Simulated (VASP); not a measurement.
Calculation: PBEsol GGA, VASP's PBE PAW potentials (set 64) (plane waves; VASP).

VASP ran on this input.

**INCAR**
```
SYSTEM = CoP
PREC = Accurate
ENCUT = 400
EDIFF = 1E-6
NELM = 100
ALGO = Normal
LREAL = .FALSE.
LASPH = .TRUE.
ISMEAR = 1
SIGMA = 0.1
GGA = PS
LMAXMIX = 4
ISPIN = 2
MAGMOM = 3.0 0.0
LORBIT = 10
LWAVE = .FALSE.
LCHARG = .FALSE.
IBRION = 2
ISIF = 3
NSW = 60
EDIFFG = -0.01
```

### KPOINTS
```
Automatic mesh
0
Gamma
11 11 11
0 0 0
```

**POSCAR**
```
CoP
1.0
  3.0290000000   0.0000000000   0.0000000000
  0.0000000000   3.0290000000   0.0000000000
  0.0000000000   0.0000000000   3.0290000000
Co P
1 1
direct
  0.0000000000   0.0000000000   0.0000000000
  0.5000000000   0.5000000000   0.5000000000
```

POTCAR, in this order: Co P (PBE.64 set). Program: vasp_std.

Energy and stress use the plane-wave basis of the starting cell.

Q: Predict the energy per atom (σ→0), cell moment, volume per atom, band gap (on the k-mesh).

A: 
```
Item                                                        Result
------------------------  ----------------------------------------
energy per atom (σ→0)                               -6957 meV/atom
cell moment                                               -0.01 μB
band gap (on the k-mesh)  none (metal, semimetal or under 0.01 eV)
volume per atom                                      10.60 Å³/atom
```

OSZICAR:
```
...
   4 F= -.13915263E+02 E0= -.13914977E+02  d E =-.729133E+00  mag=    -0.0095
       N       E                     dE             d eps       ncg     rms          rms(c)
DAV:   1    -0.139155772992E+02   -0.31431E-03   -0.35781E-03  3197   0.104E+00    0.166E-01
DAV:   2    -0.139162150005E+02   -0.63770E-03   -0.80088E-03  3282   0.147E+00    0.244E-01
DAV:   3    -0.139152736346E+02    0.94137E-03   -0.38540E-03  3222   0.101E+00    0.361E-02
DAV:   4    -0.139152593512E+02    0.14283E-04   -0.45486E-05  3222   0.701E-02    0.894E-03
DAV:   5    -0.139152588713E+02    0.47996E-06   -0.14471E-06  2005   0.132E-02
   5 F= -.13915259E+02 E0= -.13914982E+02  d E =0.428245E-05  mag=    -0.0136
```

The structure was generated: CoP was put into the CsCl type type (Pm-3m), which need not be its known phase. This run relaxes it. Symmetry was kept, so distortions that lower it aren't found.
